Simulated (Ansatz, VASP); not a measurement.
# Cross-check of Y2Ti2O7 between VASP and Ansatz

Aim: how closely do two programs agree when they are given the same cell, functional and k mesh? The cell is taken from a series of runs on this material, whose earlier steps may have relaxed, scaled, displaced or heated it; both programs get it as it stands.

Main program and level: Ansatz 0.2.0; plane waves, with VASP 6.6.1 beside it; dielectric response at LDA.

### Step 1. The starting structure

Symmetry: Fd-3m, No. 227, cubic system. Conventional cell: a = 10.099 Å, b = 10.099 Å, c = 10.099 Å, α = 90.00°, β = 90.00°, γ = 90.00°. Nearest to Y lie 8 O at 2.19 to 2.48 Å. Ti has 6 O at 1.96 Å nearest. Nearest to O lie 2 Ti at 1.96 Å and 2 Y at 2.48 Å. Nearest to O lie 4 Y at 2.19 Å. Farther neighbours and most contacts between anions are not listed.

Coordinates:

```xyz
22
Lattice="0.0000 5.0493 5.0493 5.0493 0.0000 5.0493 5.0493 5.0493 0.0000" Properties=species:S:1:pos:R:3 pbc="T T T"
Y     1.2623    1.2623    1.2623
Y     1.2623    3.7870    3.7870
Y     3.7870    3.7870    1.2623
Y     3.7870    1.2623    3.7870
Ti    6.3116    6.3116    6.3116
Ti    6.3116    3.7870    3.7870
Ti    3.7870    3.7870    6.3116
Ti    3.7870    6.3116    3.7870
O     9.6396    7.5739    7.5739
O     5.0493    7.1149    5.0493
O     5.5083    7.5739    7.5739
O     5.0493    2.9837    5.0493
O     7.5739    9.6396    7.5739
O     5.0493    5.0493    7.1149
O     7.5739    5.5083    7.5739
O     5.0493    5.0493    2.9837
O     2.9837    5.0493    5.0493
O     7.5739    7.5739    9.6396
O     7.1149    5.0493    5.0493
O     7.5739    7.5739    5.5083
O     0.0000    0.0000    0.0000
O     2.5246    2.5246    2.5246
```

### Step 2. VASP: dielectric response, LDA

The response to a field tests empty states and converges slowly with the mesh.

Lines of VASP's logs that name or quote its potential files are left out, and so is its time.

INCAR

```
SYSTEM = Y2Ti2O7
PREC = Accurate
ENCUT = 520
EDIFF = 1E-08
NELM = 120
ISMEAR = 0
SIGMA = 0.01
LREAL = .FALSE.
ALGO = Normal
GGA = CA
NBANDS = 110
LASPH = .TRUE.
LORBIT = 11
LWAVE = .FALSE.
LCHARG = .FALSE.
ISIF = 2
LEPSILON = .TRUE.
GGA_COMPAT = .FALSE.
EFERMI = MIDGAP
KPAR = 4
```

POSCAR

```
Y2Ti2O7
1.0
    0.0000000000      5.0493000000      5.0493000000
    5.0493000000      0.0000000000      5.0493000000
    5.0493000000      5.0493000000      0.0000000000
Y Ti O
4 4 14
Direct
    0.1250000000      0.1250000000      0.1250000000
    0.6250000000      0.1250000000      0.1250000000
    0.1250000000      0.1250000000      0.6250000000
    0.1250000000      0.6250000000      0.1250000000
    0.6250000000      0.6250000000      0.6250000000
    0.1250000000      0.6250000000      0.6250000000
    0.6250000000      0.6250000000      0.1250000000
    0.6250000000      0.1250000000      0.6250000000
    0.5454541437      0.9545458563      0.9545458563
    0.7045458563      0.2954541437      0.7045458563
    0.9545458563      0.5454541437      0.5454541437
    0.2954541437      0.7045458563      0.2954541437
    0.9545458563      0.5454541437      0.9545458563
    0.7045458563      0.7045458563      0.2954541437
    0.5454541437      0.9545458563      0.5454541437
    0.2954541437      0.2954541437      0.7045458563
    0.7045458563      0.2954541437      0.2954541437
    0.9545458563      0.9545458563      0.5454541437
    0.2954541437      0.7045458563      0.7045458563
    0.5454541437      0.5454541437      0.9545458563
    0.0000000000      0.0000000000      0.0000000000
    0.2500000000      0.2500000000      0.2500000000
```

KPOINTS

```
Automatic mesh
0
Gamma
4 4 4
0 0 0
```

PAW data sets: Y_sv, Ti_sv and O (LDA family, release 64).

Started as:

```bash
mpirun -np 4 vasp_std
```

Numbers of over 12 decimals in the logs are rounded to 6 here.

The log of the run:

```text
[banner, memory and clock lines left out]
running    4 mpi-ranks, on    1 nodes
 distrk:  each k-point on    1 cores,    4 groups
 distr:  one band on    1 cores,    1 groups

 POSCAR found type information on POSCAR Y TiO
 POSCAR found :  3 types and      22 ions
|                                                                             |
|               ----> ADVICE to this user running VASP <----                  |
|                                                                             |
|     You have a (more or less) 'large supercell' and for larger cells it     |
|     might be more efficient to use real-space projection operators.         |
|     Therefore, try LREAL= Auto in the INCAR file.                           |
|     Mind: For very accurate calculation, you might also keep the            |
|     reciprocal projection scheme (i.e. LREAL=.FALSE.).                      |
|                                                                             |

 LDA part: xc-table for (Slater(with rela. corr.)+CA(PZ))
 , standard interpolation
 POSCAR, INCAR and KPOINTS ok, starting setup
 FFT: planning ... GRIDC
 FFT: planning ... GRID_SOFT
 FFT: planning ... GRID
 WAVECAR not read
 entering main loop
       N       E                     dE             d eps       ncg     rms          rms(c)
DAV:   1     0.221057942554E+04    0.22106E+04   -0.87472E+04  1760   0.177E+03
DAV:   2     0.158589333459E+03   -0.20520E+04   -0.19223E+04  1798   0.525E+02
DAV:   3    -0.236337928618E+03   -0.39493E+03   -0.38474E+03  2096   0.206E+02
DAV:   4    -0.267738391954E+03   -0.31400E+02   -0.31288E+02  2664   0.608E+01
DAV:   5    -0.269644862336E+03   -0.19065E+01   -0.19053E+01  2664   0.122E+01    0.766E+01
DAV:   6    -0.218667141827E+03    0.50978E+02   -0.28869E+02  2576   0.768E+01    0.646E+01
DAV:   7    -0.219144236937E+03   -0.47710E+00   -0.45291E+01  2410   0.267E+01    0.443E+01
DAV:   8    -0.219929614479E+03   -0.78538E+00   -0.15456E+01  2432   0.200E+01    0.124E+01
DAV:   9    -0.218318558047E+03    0.16111E+01   -0.66698E+00  2496   0.139E+01    0.275E+00
DAV:  10    -0.218336584563E+03   -0.18027E-01   -0.63916E-01  2336   0.242E+00    0.169E+00
DAV:  11    -0.218331238951E+03    0.53456E-02   -0.14812E-01  2402   0.182E+00    0.737E-01
DAV:  12    -0.218328797774E+03    0.24412E-02   -0.48056E-02  2328   0.702E-01    0.372E-01
DAV:  13    -0.218327944521E+03    0.85325E-03   -0.26280E-02  2306   0.553E-01    0.286E-01
DAV:  14    -0.218327160272E+03    0.78425E-03   -0.44272E-03  2512   0.324E-01    0.984E-02
DAV:  15    -0.218327105323E+03    0.54949E-04   -0.54308E-04  2442   0.910E-02    0.497E-02
DAV:  16    -0.218327101580E+03    0.37433E-05   -0.12414E-04  2064   0.338E-02    0.240E-02
DAV:  17    -0.218327096941E+03    0.46386E-05   -0.27736E-05  2570   0.273E-02    0.509E-03
DAV:  18    -0.218327097720E+03   -0.77859E-06   -0.48553E-06  2696   0.637E-03    0.772E-03
DAV:  19    -0.218327097208E+03    0.51211E-06   -0.14360E-06  2456   0.594E-03    0.397E-03
DAV:  20    -0.218327097138E+03    0.69744E-07   -0.34987E-07  2032   0.187E-03    0.130E-03
DAV:  21    -0.218327097131E+03    0.75670E-08   -0.55807E-08  2016   0.955E-04
   1 F= -.21832710E+03 E0= -.21832710E+03  d E =0.000000E+00
 Linear response reoptimize wavefunctions to high precision
DAV:   1    -0.218327097130E+03    0.60027E-09   -0.75035E-09  1064   0.315E-04
DAV:   2    -0.218327097130E+03   -0.16371E-09   -0.18620E-09  1048   0.177E-04
DAV:   3    -0.218327097130E+03   -0.76398E-10   -0.78772E-10  1048   0.916E-05
 Linear response G [H, r] |phi>, progress :
  Direction:   1
       N       E                     dE             d eps       ncg     rms
RMM:   1    -0.782390648824E+03   -0.78239E+03   -0.25149E+03  2110   0.737E+02
RMM:   2    -0.613288701403E+03    0.16910E+03   -0.70669E+02  3176   0.848E+01
RMM:   3    -0.640537497299E+03   -0.27249E+02   -0.19734E+02  4340   0.288E+01
RMM:   4    -0.643925267119E+03   -0.33878E+01   -0.37854E+01  4740   0.124E+01
RMM:   5    -0.645018152182E+03   -0.10929E+01   -0.99525E+00  4800   0.607E+00
RMM:   6    -0.645388406780E+03   -0.37025E+00   -0.35433E+00  4792   0.332E+00
RMM:   7    -0.645499183100E+03   -0.11078E+00   -0.12411E+00  4819   0.184E+00
RMM:   8    -0.645546615062E+03   -0.47432E-01   -0.42552E-01  4826   0.112E+00
RMM:   9    -0.645559837598E+03   -0.13223E-01   -0.27933E-01  4872   0.687E-01
RMM:  10    -0.645570294551E+03   -0.10457E-01   -0.14198E-01  4904   0.456E-01
RMM:  11    -0.645576382487E+03   -0.60879E-02   -0.12237E-01  4896   0.313E-01
RMM:  12    -0.645579862747E+03   -0.34803E-02   -0.93505E-02  4855   0.229E-01
RMM:  13    -0.645582998481E+03   -0.31357E-02   -0.73261E-02  4825   0.174E-01
RMM:  14    -0.645584356675E+03   -0.13582E-02   -0.76348E-02  4781   0.138E-01
[...]
N       E                     dE             d eps       ncg     rms          rms(c)
RMM:   1    -0.309831745675E+01   -0.30983E+01   -0.98127E+00  3284   0.997E+00
RMM:   2    -0.334650256214E+01   -0.24819E+00   -0.64006E-01  3607   0.227E+00
RMM:   3    -0.339297919227E+01   -0.46477E-01   -0.30998E-01  4528   0.888E-01
RMM:   4    -0.340175625930E+01   -0.87771E-02   -0.55012E-02  4707   0.378E-01
RMM:   5    -0.340429680028E+01   -0.25405E-02   -0.11659E-02  4742   0.164E-01
[...]
RMM:   7    -0.371256691266E+01   -0.39213E-02   -0.74477E-03  7130   0.201E-01    0.660E-02
RMM:   8    -0.371359404074E+01   -0.10271E-02   -0.20802E-03  7584   0.102E-01    0.167E-02
RMM:   9    -0.371354820103E+01    0.45840E-04   -0.57291E-04  7743   0.486E-02    0.160E-02
RMM:  10    -0.371376259842E+01   -0.21440E-03   -0.35330E-05  7762   0.259E-02    0.117E-02
RMM:  11    -0.371406585256E+01   -0.30325E-03   -0.36406E-05  7522   0.152E-02    0.129E-02
RMM:  12    -0.371372702434E+01    0.33883E-03   -0.16790E-06  7034   0.120E-02    0.625E-03
RMM:  13    -0.371378009361E+01   -0.53069E-04    0.17210E-05  7693   0.671E-03    0.413E-03
RMM:  14    -0.371383893348E+01   -0.58840E-04    0.27725E-05  7553   0.449E-03    0.122E-03
RMM:  15    -0.371382868819E+01    0.10245E-04    0.12999E-05  7586   0.326E-03    0.162E-03
RMM:  16    -0.371385062755E+01   -0.21939E-04    0.22421E-05  7034   0.288E-03    0.304E-04
RMM:  17    -0.371385439580E+01   -0.37683E-05    0.14497E-05  7684   0.253E-03    0.150E-04
RMM:  18    -0.371385629067E+01   -0.18949E-05    0.28315E-05  7409   0.238E-03    0.115E-04
RMM:  19    -0.371385768900E+01   -0.13983E-05    0.23010E-05  7462   0.230E-03    0.693E-05
RMM:  20    -0.371385710682E+01    0.58218E-06    0.23868E-05  7362   0.226E-03    0.515E-05
RMM:  21    -0.371385741238E+01   -0.30557E-06    0.17064E-05  7093   0.225E-03    0.143E-05
RMM:  22    -0.371385809823E+01   -0.68585E-06    0.19050E-05  6901   0.223E-03    0.209E-05
RMM:  23    -0.371385777881E+01    0.31943E-06    0.14282E-05  6591   0.223E-03    0.840E-06
 change of polarisation eV/A/(eV/A) component  1 :     7.166     0.596     0.277
 dielectric tensor                  component  1 :     6.036     0.419     0.194
 Linear response to external field, progress :
  Direction:   2
       N       E                     dE             d eps       ncg     rms          rms(c)
RMM:   1    -0.343967692333E+01   -0.34397E+01   -0.11967E+01  5417   0.101E+01
RMM:   2    -0.366950267947E+01   -0.22983E+00   -0.65485E-01  5818   0.235E+00    0.281E+00
RMM:   3    -0.361622609477E+01    0.53277E-01   -0.56888E-01  6149   0.182E+00    0.162E+00
RMM:   4    -0.363700717200E+01   -0.20781E-01   -0.16047E-01  6747   0.108E+00    0.863E-01
RMM:   5    -0.369091216408E+01   -0.53905E-01   -0.64230E-02  7077   0.663E-01    0.279E-01
RMM:   6    -0.370858546691E+01   -0.17673E-01   -0.22739E-02  7388   0.353E-01    0.144E-01
RMM:   7    -0.371263650886E+01   -0.40510E-02   -0.74571E-03  7149   0.201E-01    0.662E-02
RMM:   8    -0.371353101455E+01   -0.89451E-03   -0.20651E-03  7558   0.104E-01    0.157E-02
RMM:   9    -0.371353223251E+01   -0.12180E-05   -0.60469E-04  7720   0.495E-02    0.159E-02
RMM:  10    -0.371386322391E+01   -0.33099E-03   -0.16699E-04  7672   0.274E-02    0.101E-02
RMM:  11    -0.371390747388E+01   -0.44250E-04   -0.52881E-05  7670   0.157E-02    0.571E-03
RMM:  12    -0.371371831705E+01    0.18916E-03   -0.46042E-05  7596   0.102E-02    0.631E-03
RMM:  13    -0.371377570733E+01   -0.57390E-04   -0.12642E-05  7582   0.601E-03    0.364E-03
RMM:  14    -0.371381383151E+01   -0.38124E-04   -0.24512E-05  7708   0.422E-03    0.210E-03
[...]
RMM:  19    -0.371384980906E+01   -0.67908E-06   -0.13643E-05  7401   0.238E-03    0.250E-04
RMM:  20    -0.371385374676E+01   -0.39377E-05   -0.20257E-05  7055   0.236E-03    0.845E-05
RMM:  21    -0.371385342630E+01    0.32046E-06   -0.13820E-05  7119   0.233E-03    0.726E-05
RMM:  22    -0.371385428655E+01   -0.86025E-06   -0.20999E-05  6825   0.232E-03    0.589E-05
RMM:  23    -0.371385465081E+01   -0.36426E-06   -0.19133E-05  6755   0.232E-03    0.405E-05
RMM:  24    -0.371385455161E+01    0.99194E-07   -0.23370E-05  6390   0.231E-03    0.487E-05
RMM:  25    -0.371385447318E+01    0.78429E-07   -0.16698E-05  6338   0.231E-03    0.362E-05
RMM:  26    -0.371385463878E+01   -0.16560E-06   -0.17188E-05  6289   0.231E-03    0.425E-05
 change of polarisation eV/A/(eV/A) component  2 :     0.476     7.166    -0.277
 dielectric tensor                  component  2 :     0.334     6.036    -0.194
 Linear response to external field, progress :
  Direction:   3
       N       E                     dE             d eps       ncg     rms          rms(c)
RMM:   1    -0.344257615638E+01   -0.34426E+01   -0.11996E+01  5419   0.101E+01
RMM:   2    -0.366974349007E+01   -0.22717E+00   -0.65323E-01  5825   0.234E+00    0.281E+00
RMM:   3    -0.361634581480E+01    0.53398E-01   -0.56785E-01  6147   0.182E+00    0.162E+00
RMM:   4    -0.363698048884E+01   -0.20635E-01   -0.16014E-01  6728   0.108E+00    0.863E-01
RMM:   5    -0.369089371741E+01   -0.53913E-01   -0.64381E-02  7074   0.664E-01    0.280E-01
RMM:   6    -0.370860362720E+01   -0.17710E-01   -0.22961E-02  7392   0.355E-01    0.145E-01
RMM:   7    -0.371261539804E+01   -0.40118E-02   -0.75426E-03  7148   0.202E-01    0.665E-02
RMM:   8    -0.371353162989E+01   -0.91623E-03   -0.20951E-03  7550   0.104E-01    0.156E-02
RMM:   9    -0.371352921571E+01    0.24142E-05   -0.62309E-04  7716   0.495E-02    0.161E-02
RMM:  10    -0.371385390207E+01   -0.32469E-03   -0.21070E-04  7674   0.273E-02    0.102E-02
RMM:  11    -0.371391193812E+01   -0.58036E-04   -0.11822E-04  7666   0.156E-02    0.618E-03
RMM:  12    -0.371371191218E+01    0.20003E-03   -0.16448E-05  7582   0.102E-02    0.636E-03
RMM:  13    -0.371376863028E+01   -0.56718E-04   -0.22105E-05  7593   0.603E-03    0.378E-03
RMM:  14    -0.371380634082E+01   -0.37711E-04   -0.20739E-05  7707   0.423E-03    0.224E-03
[...]
RMM:  23    -0.371384852879E+01    0.51226E-07   -0.16920E-05  6622   0.231E-03    0.335E-05
RMM:  24    -0.371384873985E+01   -0.21106E-06   -0.16697E-05  6494   0.231E-03    0.342E-05
RMM:  25    -0.371384868039E+01    0.59456E-07   -0.17070E-05  6352   0.231E-03    0.253E-05
RMM:  26    -0.371384871590E+01   -0.35507E-07   -0.17247E-05  6328   0.231E-03    0.305E-05
RMM:  27    -0.371384880495E+01   -0.89052E-07   -0.18373E-05  6335   0.231E-03    0.214E-05
RMM:  28    -0.371384887174E+01   -0.66787E-07   -0.17094E-05  6314   0.231E-03    0.243E-05
RMM:  29    -0.371384882519E+01    0.46544E-07   -0.15497E-05  6255   0.231E-03    0.194E-05
RMM:  30    -0.371384893530E+01   -0.11011E-06   -0.20358E-05  6308   0.231E-03    0.211E-05
 change of polarisation eV/A/(eV/A) component  3 :     0.156     0.043     7.166
 dielectric tensor                  component  3 :     0.110     0.030     6.036
 Born effective charges drift removed
```

(Part 1 of 2 ends here.)

[Lines on the potential files, build, host, timing and source positions are cut from VASP's logs without a mark.]

[Logs are printed without paths, hosts, clocks, repeated set-up lines and the standing remarks that a program may print on its own settings, such as how far it seeks lower states.]

[Hosts, paths, dates, database ids (printed as entryN), source tags and the programs' standing remarks are cut or masked in the printed files.]
